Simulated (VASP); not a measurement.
Data:

```
Tc
1.0
    1.36771    -2.36894     0.00000
    1.36771     2.36894     0.00000
    0.00000     0.00000     4.38974
Tc
2
Direct
  0.33333   0.66667   0.25000
  0.66667   0.33333   0.75000
```

These are r2SCAN meta-GGA, VASP's PBE PAW potentials (set 64) (plane waves; VASP) values and carry that method's errors. Run with 520 eV cut-off, 17×17×9 Γ-centred mesh, tetrahedra with Blöchl corrections, potentials Tc_pv.

**Question.** Give the energies of bands 7 to 16 at the high-symmetry points, in eV from the Fermi level.

**Answer.** 
```csv
band,Γ,M,K,A,L,H
7,-7.75,-5.68,-5.03,-5.71,-5.62,-4.05
8,-5.75,-4.99,-3.59,-5.71,-5.62,-4.05
9,-1.61,-4.86,-3.59,-2.01,-3.91,-3.47
10,-1.61,-1.97,-3.08,-2.01,-3.91,-3.47
11,-1.57,-1.22,-1.99,-1.75,0.16,-1.90
12,-0.86,-1.02,-1.99,-1.75,0.16,-1.90
13,-0.86,-0.53,-0.05,-1.75,1.46,-0.10
14,-0.11,3.10,2.43,-1.75,1.46,-0.10
15,-0.11,3.50,2.43,1.98,3.36,2.75
16,1.67,3.54,2.86,1.98,3.36,2.75
```

It has no gap at this level: it comes out as a metal or semimetal.

The compound is Tc in the hcp structure. It was relaxed first.
